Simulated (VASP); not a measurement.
Data:

```
CdSe
1.0
    0.00000     3.03132     3.03132
    3.03132     0.00000     3.03132
    3.03132     3.03132     0.00000
Cd Se
1 1
Direct
  0.00000   0.00000   0.00000
  0.25000   0.25000   0.25000
```

These are PBE GGA with D4 dispersion, VASP's PBE PAW potentials (set 64) (plane waves; VASP 6.6.1) values and carry that method's errors. Run with 520 eV cut-off, 8×8×8 Γ-centred mesh, Gaussian smearing of 0.050 eV, potentials Cd Se.

**Question.** The job: CdSe (zinc blende), 2 atoms, PBE-D4, static run, 520 eV, 8×8×8 Γ-centred mesh. Roughly how much core time does it take on a busy server core?

**Answer.** About 9 core-seconds (one run on a shared machine, a rough figure). It had 29 irreducible k-points, 13 bands, up to 1524 plane waves and 14 electronic steps.

The compound is CdSe in the zinc blende structure, whereas wurtzite is the usual form. This cell is one point of a volume scan, at 0.97 of the reference volume.
